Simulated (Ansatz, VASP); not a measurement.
## MoS2: VASP beside Ansatz

Aim: how closely do two programs agree when they are given the same cell, functional and k mesh? The cell is taken from a series of runs on this material, whose earlier steps may have relaxed, scaled, displaced or heated it; both programs get it as it stands.

Method: plane waves, with VASP 6.6.1 beside it; zone-centre phonons at PBE with D3(BJ), in Ansatz 0.2.0.

## (1) Starting point

It takes space group P6_3/mmc (No. 194, hexagonal). The conventional cell has a = 3.140 Å, b = 3.140 Å, c = 11.922 Å, α = 90.00°, β = 90.00°, γ = 120.00°. Nearest to S lie 3 Mo at 2.40 Å. Mo has 6 S at 2.40 Å nearest. Farther neighbours and most contacts between anions are not listed.

## (2) VASP: zone-centre phonons, PBE with D3(BJ)

Second derivatives magnify differences that forces hide, and they need a tight electronic threshold.

Lines of VASP's logs that name or quote its potential files are left out, and so is its time.

Contents of INCAR:

```
SYSTEM = MoS2
PREC = Accurate
ENCUT = 500
EDIFF = 1E-08
NELM = 120
ISMEAR = 0
SIGMA = 0.01
LREAL = .FALSE.
ALGO = Normal
GGA = PE
IVDW = 12
NBANDS = 32
LASPH = .TRUE.
LORBIT = 11
LWAVE = .FALSE.
LCHARG = .FALSE.
ISIF = 2
IBRION = 6
NFREE = 2
POTIM = 0.015
NSW = 1
GGA_COMPAT = .FALSE.
EFERMI = MIDGAP
KPAR = 2
```

Contents of POSCAR:

```
MoS2
1.0
    3.1396151679      0.0000000000      0.0000000000
   -1.5698075840      2.7189864935      0.0000000000
    0.0000000000      0.0000000000     11.9217008723
S Mo
4 2
Direct
    0.3333333334      0.6666666668      0.6185935737
    0.6666666668      0.3333333334      0.1185935737
    0.3333333334      0.6666666668      0.8814064263
    0.6666666668      0.3333333334      0.3814064263
    0.3333333334      0.6666666668      0.2500000000
    0.6666666668      0.3333333334      0.7500000000
```

Contents of KPOINTS:

```
Automatic mesh
0
Gamma
12 12 4
0 0 0
```

PAW data sets: S and Mo_sv (PBE family, release 64).

Command:

```console
> mpirun -np 2 vasp_std
```

Numbers of over 12 decimals in the logs are rounded to 6 here.

Log:

```text
[banner, memory and clock lines left out]
running    2 mpi-ranks, on    1 nodes
 distrk:  each k-point on    1 cores,    2 groups
 distr:  one band on    1 cores,    1 groups

 POSCAR found type information on POSCAR S Mo
 POSCAR found :  2 types and       6 ions
 LDA part: xc-table for (Slater+PW92), standard interpolation
 POSCAR, INCAR and KPOINTS ok, starting setup
 FFT: planning ... GRIDC
 FFT: planning ... GRID_SOFT
 FFT: planning ... GRID
 WAVECAR not read
 entering main loop
       N       E                     dE             d eps       ncg     rms          rms(c)
DAV:   1     0.445153363993E+03    0.44515E+03   -0.29205E+04  4056   0.151E+03
DAV:   2    -0.217013579652E+02   -0.46685E+03   -0.45503E+03  4424   0.390E+02
DAV:   3    -0.458256747839E+02   -0.24124E+02   -0.23733E+02  4784   0.783E+01
DAV:   4    -0.463108539408E+02   -0.48518E+00   -0.48402E+00  4408   0.111E+01
DAV:   5    -0.463234419621E+02   -0.12588E-01   -0.12581E-01  4688   0.168E+00    0.353E+01
DAV:   6    -0.442166867481E+02    0.21068E+01   -0.18967E+01  3952   0.242E+01    0.134E+01
DAV:   7    -0.438335455689E+02    0.38314E+00   -0.87184E+00  4032   0.155E+01    0.840E+00
DAV:   8    -0.434783248678E+02    0.35522E+00   -0.14500E+00  4496   0.690E+00    0.310E+00
DAV:   9    -0.434919010813E+02   -0.13576E-01   -0.14395E-01  4824   0.186E+00    0.141E+00
DAV:  10    -0.434821769646E+02    0.97241E-02   -0.64024E-02  4384   0.146E+00    0.312E-01
DAV:  11    -0.434822104177E+02   -0.33453E-04   -0.26394E-03  4592   0.291E-01    0.198E-01
DAV:  12    -0.434821155780E+02    0.94840E-04   -0.41949E-04  4568   0.108E-01    0.884E-02
DAV:  13    -0.434821179073E+02   -0.23292E-05   -0.15227E-04  4912   0.645E-02    0.125E-02
DAV:  14    -0.434821197299E+02   -0.18226E-05   -0.11205E-05  4400   0.192E-02    0.171E-02
DAV:  15    -0.434821200958E+02   -0.36591E-06   -0.17396E-06  4464   0.762E-03    0.541E-03
DAV:  16    -0.434821199107E+02    0.18508E-06   -0.12594E-06  4472   0.637E-03    0.955E-04
DAV:  17    -0.434821199646E+02   -0.53906E-07   -0.57610E-08  3960   0.150E-03    0.914E-04
DAV:  18    -0.434821199422E+02    0.22403E-07   -0.24976E-09  2760   0.287E-04    0.689E-04
DAV:  19    -0.434821199303E+02    0.11889E-07   -0.25991E-09  2712   0.260E-04    0.217E-04
DAV:  20    -0.434821199273E+02    0.30514E-08   -0.46894E-10  2576   0.960E-05
   1 F= -.46163144E+02 E0= -.46163144E+02  d E =0.000000E+00
[... from here on, the cycles between the ionic steps are left out ...]
   2 F= -.46162025E+02 E0= -.46162025E+02  d E =0.000000E+00
   3 F= -.46162025E+02 E0= -.46162025E+02  d E =0.000000E+00
   4 F= -.46161356E+02 E0= -.46161356E+02  d E =0.000000E+00
   5 F= -.46160938E+02 E0= -.46160938E+02  d E =0.000000E+00
   6 F= -.46160819E+02 E0= -.46160819E+02  d E =0.000000E+00
   7 F= -.46160819E+02 E0= -.46160819E+02  d E =0.000000E+00
   8 F= -.46159673E+02 E0= -.46159673E+02  d E =0.000000E+00
 Finite differences progress:
  Degree of freedom:   4/  4
  Displacement:        1/  2
  Total:               7/  8
 bond charge predicted
       N       E                     dE             d eps       ncg     rms          rms(c)
DAV:   1    -0.434654755438E+02    0.13166E-01   -0.56936E+00  4416   0.161E+01    0.587E-01
DAV:   2    -0.434790445080E+02   -0.13569E-01   -0.14619E-01  5256   0.244E+00    0.167E-01
DAV:   3    -0.434786098761E+02    0.43463E-03   -0.23302E-03  5640   0.318E-01    0.940E-02
DAV:   4    -0.434786359185E+02   -0.26042E-04   -0.91793E-04  5504   0.156E-01    0.537E-02
DAV:   5    -0.434786376686E+02   -0.17501E-05   -0.64101E-05  5584   0.492E-02    0.432E-02
DAV:   6    -0.434786415665E+02   -0.38979E-05   -0.10831E-05  5600   0.227E-02    0.208E-02
DAV:   7    -0.434786412381E+02    0.32849E-06   -0.44091E-06  5696   0.123E-02    0.685E-03
DAV:   8    -0.434786410654E+02    0.17262E-06   -0.24107E-06  5424   0.873E-03    0.173E-03
DAV:   9    -0.434786410923E+02   -0.26910E-07   -0.12418E-07  5160   0.212E-03    0.128E-03
DAV:  10    -0.434786410975E+02   -0.51859E-08   -0.87457E-09  3312   0.526E-04
   9 F= -.46159672E+02 E0= -.46159672E+02  d E =0.000000E+00
 Finite differences progress:
  Degree of freedom:   4/  4
  Displacement:        2/  2
  Total:               8/  8
```

OUTCAR, selected parts (step 2):

```text
ion  position               nearest neighbor table
   1  0.333  0.667  0.619-   6 2.40   6 2.40   6 2.40
   2  0.667  0.333  0.119-   5 2.40   5 2.40   5 2.40
   3  0.333  0.667  0.881-   6 2.40   6 2.40   6 2.40
   4  0.667  0.333  0.381-   5 2.40   5 2.40   5 2.40
   5  0.333  0.667  0.250-   2 2.40   4 2.40   2 2.40   4 2.40   2 2.40   4 2.40
   6  0.667  0.333  0.750-   1 2.40   3 2.40   1 2.40   3 2.40   1 2.40   3 2.40

  LATTYP: Found a hexagonal cell.
 ALAT       =     3.1396151679
 C/A-ratio  =     3.7971853984

 Subroutine GETGRP returns: Found 24 space group operations
 (whereof 12 operations were pure point group operations)

The static configuration has the point symmetry D_3d.
 The point group associated with its full space group is D_6h.

 Found     57 irreducible k-points:

   k-points           NKPTS =     57   k-points in BZ     NKDIM =     57   number of bands    NBANDS=     32

   dimension x,y,z NGX =    24 NGY =   24 NGZ =   90
   dimension x,y,z NGXF=    48 NGYF=   48 NGZF=  180

   ENCUT  =  500.0 eV  36.75 Ry    6.06 a.u.   5.72  5.72 21.74*2*pi/ulx,y,z

   NELECT =      52.0000    total number of electrons

 k-points in reciprocal lattice and weights: Automatic mesh
   0.00000000  0.00000000  0.00000000       0.002
   0.08333333  0.00000000  0.00000000       0.010
   0.16666667  0.00000000  0.00000000       0.010
   0.25000000  0.00000000  0.00000000       0.010
   0.33333333  0.00000000  0.00000000       0.010
   0.41666667 -0.00000000  0.00000000       0.010
   0.50000000  0.00000000  0.00000000       0.005
   0.08333333  0.08333333  0.00000000       0.010
   0.16666667  0.08333333  0.00000000       0.021
[...]
0.33333333  0.25000000  0.50000000       0.021
   0.33333333  0.33333333  0.50000000       0.003

 Edisp (eV)   -2.68103

 average (electrostatic) potential at core
       1 -83.8240       2 -83.8265       3 -83.8210       4 -83.8191       5 -74.0369
       6 -74.0369

 E-fermi :   8.6257

 k-point     1 :       0.0000    0.0000    0.0000
  band No.  band energies     occupation
    ...
     22       6.0848      2.00000
     23       6.0848      2.00000
     24       6.8961      2.00000
     25       7.2338      2.00000
     26       8.2686      2.00000
     27      10.3164      0.00000
     28      10.3164      0.00000
     29      10.3592      0.00000
     30      10.3592      0.00000
     31      10.4511      0.00000
    ...

 k-point     2 :       0.0833    0.0000    0.0000
  band No.  band energies     occupation
    ...
     22       5.9162      2.00000
     23       6.1422      2.00000
     24       6.9175      2.00000
     25       7.3156      2.00000
     26       8.0199      2.00000
[...]
-0.00000      1.81266     10.50786         0.000000      0.000000     -0.015369
      1.56981      0.90633      4.54701         0.000000      0.000000     -0.239627
     -0.00000      1.81266      2.96543         0.000000      0.000000      0.462830
      1.56981      0.90633      8.94128        -0.000000      0.000000     -0.004126
 -----------------------------------------------------------------------------------
    total drift:                               -0.000000     -0.000001      0.000386

  FREE ENERGIE OF THE ION-ELECTRON SYSTEM (eV)
  ---------------------------------------------------
  free  energy   TOTEN  =       -46.1596723592 eV

  energy  without entropy=      -46.1596723592  energy(sigma->0) =      -46.15967236

 Eigenvectors and eigenvalues of the dynamical matrix
 ----------------------------------------------------

   1 f  =   14.138425 THz    88.834347 2PiTHz  471.607107 cm-1    58.471803 meV
             X         Y         Z           dx          dy          dz
     -0.000000  1.812658  7.374688     0.000000   -0.000000   -0.392988
      1.569808  0.906329  1.413837     0.000000   -0.000000    0.392988
     -0.000000  1.812658 10.507864     0.000000   -0.000000   -0.392988
      1.569808  0.906329  4.547013     0.000000   -0.000000    0.392988
     -0.000000  1.812658  2.980425    -0.000000    0.000000   -0.437175
      1.569808  0.906329  8.941276    -0.000000    0.000000    0.437175

   2 f  =   13.940824 THz    87.592782 2PiTHz  465.015843 cm-1    57.654591 meV
             X         Y         Z           dx          dy          dz
     -0.000000  1.812658  7.374688     0.000000    0.000000    0.387043
      1.569808  0.906329  1.413837     0.000000    0.000000    0.387043
     -0.000000  1.812658 10.507864     0.000000    0.000000    0.387043
      1.569808  0.906329  4.547013     0.000000    0.000000    0.387043
     -0.000000  1.812658  2.980425    -0.000000   -0.000000   -0.447655
      1.569808  0.906329  8.941276    -0.000000   -0.000000   -0.447655

   3 f  =   12.401180 THz    77.918914 2PiTHz  413.658849 cm-1    51.287138 meV
             X         Y         Z           dx          dy          dz
     -0.000000  1.812658  7.374688    -0.000000    0.000000   -0.500000
      1.569808  0.906329  1.413837     0.000000    0.000000   -0.500000
     -0.000000  1.812658 10.507864    -0.000000    0.000000    0.500000
      1.569808  0.906329  4.547013    -0.000000    0.000000    0.500000
     -0.000000  1.812658  2.980425     0.000000   -0.000000   -0.000000
      1.569808  0.906329  8.941276     0.000000   -0.000000   -0.000000

   4 f  =   12.064101 THz    75.800985 2PiTHz  402.415109 cm-1    49.893092 meV
             X         Y         Z           dx          dy          dz
     -0.000000  1.812658  7.374688    -0.000000   -0.000000   -0.500000
      1.569808  0.906329  1.413837    -0.000000   -0.000000    0.500000
     -0.000000  1.812658 10.507864     0.000000    0.000000    0.500000
      1.569808  0.906329  4.547013    -0.000000   -0.000000   -0.500000
     -0.000000  1.812658  2.980425     0.000000    0.000000   -0.000000
      1.569808  0.906329  8.941276    -0.000000   -0.000000   -0.000000

   5 f  =   11.447097 THz    71.924229 2PiTHz  381.834044 cm-1    47.341366 meV
             X         Y         Z           dx          dy          dz
     -0.000000  1.812658  7.374688     0.295353   -0.250140   -0.000000
      1.569808  0.906329  1.413837     0.295353   -0.250140   -0.000000
     -0.000000  1.812658 10.507864     0.295353   -0.250140    0.000000
      1.569808  0.906329  4.547013     0.295353   -0.250140    0.000000
     -0.000000  1.812658  2.980425    -0.341604    0.289310    0.000000
      1.569808  0.906329  8.941276    -0.341604    0.289310   -0.000000

   6 f  =   11.447097 THz    71.924229 2PiTHz  381.834044 cm-1    47.341366 meV
             X         Y         Z           dx          dy          dz
     -0.000000  1.812658  7.374688     0.250140    0.295353   -0.000000
      1.569808  0.906329  1.413837     0.250140    0.295353    0.000000
     -0.000000  1.812658 10.507864     0.250140    0.295353    0.000000
      1.569808  0.906329  4.547013     0.250140    0.295353   -0.000000
     -0.000000  1.812658  2.980425    -0.289310   -0.341604    0.000000
      1.569808  0.906329  8.941276    -0.289310   -0.341604    0.000000

   7 f  =   11.434133 THz    71.842778 2PiTHz  381.401629 cm-1    47.287754 meV
             X         Y         Z           dx          dy          dz
     -0.000000  1.812658  7.374688     0.296337   -0.250971    0.000000
      1.569808  0.906329  1.413837    -0.296337    0.250971   -0.000000
     -0.000000  1.812658 10.507864     0.296337   -0.250971   -0.000000
      1.569808  0.906329  4.547013    -0.296337    0.250971    0.000000
     -0.000000  1.812658  2.980425     0.339897   -0.287863    0.000000
      1.569808  0.906329  8.941276    -0.339897    0.287863   -0.000000

   8 f  =   11.434133 THz    71.842778 2PiTHz  381.401629 cm-1    47.287754 meV
             X         Y         Z           dx          dy          dz
     -0.000000  1.812658  7.374688    -0.250971   -0.296337   -0.000000
      1.569808  0.906329  1.413837     0.250971    0.296337    0.000000
     -0.000000  1.812658 10.507864    -0.250971   -0.296337    0.000000
      1.569808  0.906329  4.547013     0.250971    0.296337   -0.000000
     -0.000000  1.812658  2.980425    -0.287863   -0.339897   -0.000000
      1.569808  0.906329  8.941276     0.287863    0.339897   -0.000000

   9 f  =    8.580304 THz    53.911643 2PiTHz  286.208151 cm-1    35.485272 meV
             X         Y         Z           dx          dy          dz
     -0.000000  1.812658  7.374688     0.381551   -0.323139    0.000000
      1.569808  0.906329  1.413837     0.381551   -0.323139   -0.000000
     -0.000000  1.812658 10.507864    -0.381551    0.323139   -0.000000
      1.569808  0.906329  4.547013    -0.381551    0.323139    0.000000
     -0.000000  1.812658  2.980425     0.000000    0.000000   -0.000000
      1.569808  0.906329  8.941276    -0.000000   -0.000000   -0.000000

  10 f  =    8.580304 THz    53.911643 2PiTHz  286.208151 cm-1    35.485272 meV
             X         Y         Z           dx          dy          dz
     -0.000000  1.812658  7.374688     0.323139    0.381551   -0.000000
      1.569808  0.906329  1.413837     0.323139    0.381551    0.000000
     -0.000000  1.812658 10.507864    -0.323139   -0.381551   -0.000000
      1.569808  0.906329  4.547013    -0.323139   -0.381551   -0.000000
     -0.000000  1.812658  2.980425    -0.000000    0.000000    0.000000
      1.569808  0.906329  8.941276    -0.000000    0.000000   -0.000000

  11 f  =    8.459578 THz    53.153096 2PiTHz  282.181146 cm-1    34.985987 meV
             X         Y         Z           dx          dy          dz
     -0.000000  1.812658  7.374688     0.381550   -0.323140   -0.000000
      1.569808  0.906329  1.413837    -0.381550    0.323140   -0.000000
     -0.000000  1.812658 10.507864    -0.381550    0.323140    0.000000
      1.569808  0.906329  4.547013     0.381550   -0.323140    0.000000
     -0.000000  1.812658  2.980425    -0.000000   -0.000000   -0.000000
      1.569808  0.906329  8.941276     0.000000   -0.000000    0.000000

  12 f  =    8.459578 THz    53.153096 2PiTHz  282.181146 cm-1    34.985987 meV
             X         Y         Z           dx          dy          dz
     -0.000000  1.812658  7.374688    -0.323140   -0.381550    0.000000
      1.569808  0.906329  1.413837     0.323140    0.381550   -0.000000
     -0.000000  1.812658 10.507864     0.323140    0.381550   -0.000000
      1.569808  0.906329  4.547013    -0.323140   -0.381550    0.000000
     -0.000000  1.812658  2.980425    -0.000000    0.000000   -0.000000
      1.569808  0.906329  8.941276     0.000000    0.000000   -0.000000

  13 f  =    2.161520 THz    13.581229 2PiTHz   72.100537 cm-1     8.939323 meV
             X         Y         Z           dx          dy          dz
     -0.000000  1.812658  7.374688     0.000000   -0.000000    0.309129
      1.569808  0.906329  1.413837    -0.000000    0.000000   -0.309129
     -0.000000  1.812658 10.507864     0.000000   -0.000000    0.309129
      1.569808  0.906329  4.547013    -0.000000    0.000000   -0.309129
     -0.000000  1.812658  2.980425    -0.000000    0.000000   -0.555768
      1.569808  0.906329  8.941276     0.000000   -0.000000    0.555768
    [... 42 further lines ...]
      1.569808  0.906329  4.547013     0.000000    0.000000    0.316540
     -0.000000  1.812658  2.980425     0.000000    0.000000    0.547362
      1.569808  0.906329  8.941276     0.000000    0.000000    0.547362

 ELASTIC MODULI CONTR FROM IONIC RELAXATION (kBar)
 Direction    XX          YY          ZZ          XY          YZ          ZX
 --------------------------------------------------------------------------------
 XX        -398.2148   -247.6227   -880.4497      0.0000     -0.0000      0.0000
 YY        -247.6227   -398.2148   -880.4497      0.0000      0.0000     -0.0000
 ZZ        -880.4497   -880.4497  -2400.5783      0.0000     -0.0000     -0.0000
 XY           0.0000      0.0000      0.0000    -75.2960      0.0000      0.0000
 YZ          -0.0000      0.0000     -0.0000      0.0000  -1291.5806      0.0000
 ZX           0.0000     -0.0000     -0.0000      0.0000      0.0000  -1291.5799
 --------------------------------------------------------------------------------

 total charge
# of ion       s       p       d       tot
------------------------------------------
    1        1.366   2.345   0.000   3.712
    2        1.366   2.345   0.000   3.712
    3        1.366   2.345   0.000   3.712
    4        1.366   2.345   0.000   3.712
    5        2.295   6.227   3.976  12.499
    6        2.295   6.227   3.976  12.499
--------------------------------------------------
tot         10.056  21.836   7.951  39.844
```

CONTCAR:

```
MoS2
   1.00000000000000
     3.1396151679000002    0.0000000000000000    0.0000000000000000
    -1.5698075840000001    2.7189864935000001    0.0000000000000000
     0.0000000000000000    0.0000000000000000   11.9217008723000006
  S               Mo
     4     2
Direct
     0.3333333333999988    0.6666666667999976    0.6185935736999966
     0.6666666667999976    0.3333333333999988    0.1185935736999966
     0.3333333333999988    0.6666666667999976    0.8814064263000034
     0.6666666667999976    0.3333333333999988    0.3814064263000034
     0.3333333333999988    0.6666666667999978    0.2487417902729926
     0.6666666667999976    0.3333333333999988    0.7500000000000000
```

This run has no spin polarisation, so a moment on Mo, if there is one, isn't seen. The last energy, forces, stress and levels in OUTCAR belong to the last displaced cell, not to the cell of POSCAR.

Levels, forces or a CONTCAR printed for this step are those of its last displaced cell, not of the structure at rest.

(Continued in part 2 of 2.)

[Lines on the potential files, build, host, timing and source positions are cut from VASP's logs without a mark.]

[Logs are printed without paths, hosts, clocks, repeated set-up lines and the standing remarks that a program may print on its own settings, such as how far it seeks lower states.]

[Hosts, paths, dates, database ids (printed as entryN), source tags and the programs' standing remarks are cut or masked in the printed files.]
